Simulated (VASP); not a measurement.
```yaml
crystal:
  lattice:
    - [1.14500, -1.98320, 0.00000]
    - [1.14500, 1.98320, 0.00000]
    - [0.00000, 0.00000, 3.58000]
  atoms:
    - { symbol: Be, position: [0.33333, 0.66667, 0.25000] }
    - { symbol: Be, position: [0.66667, 0.33333, 0.75000] }
```

The base run (VASP): PBE GGA, plane waves, VASP's PBE PAW potentials (set 64). Settings: 400 eV cut-off, 16×16×9 Γ-centred mesh, first-order Methfessel-Paxton smearing of 0.10 eV, potentials Be.

One setting is varied; ΔE counts from the base run. The base run took about 5 core-seconds. Costs are core time on shared hosts, one run each; read them as rough ratios.

Pressures at a finite cut-off, here 400 eV, hold a Pulay part, which wasn't tested here.

```tsv
setting	cost over the base run	electronic steps	ΔE (meV/atom)	pressure (GPa)
PREC = Low	within a factor of 2	9	0.0	-3.06
PREC = Normal	within a factor of 2	9	0.0	-3.06
PREC = Single	within a factor of 2	9	0.0	-3.06
LASPH = .FALSE.	within a factor of 2	9	0.0	-3.06
base run	reference	9	0.0	-3.06
ADDGRID = .TRUE.	within a factor of 2	9	0.0	-3.06
LREAL = Auto	within a factor of 2	9	-0.2	-3.08
```

Left out are runs that failed, have no time on record or changed the cell.

The compound is Be in the hcp structure. The cell was not relaxed at this level.
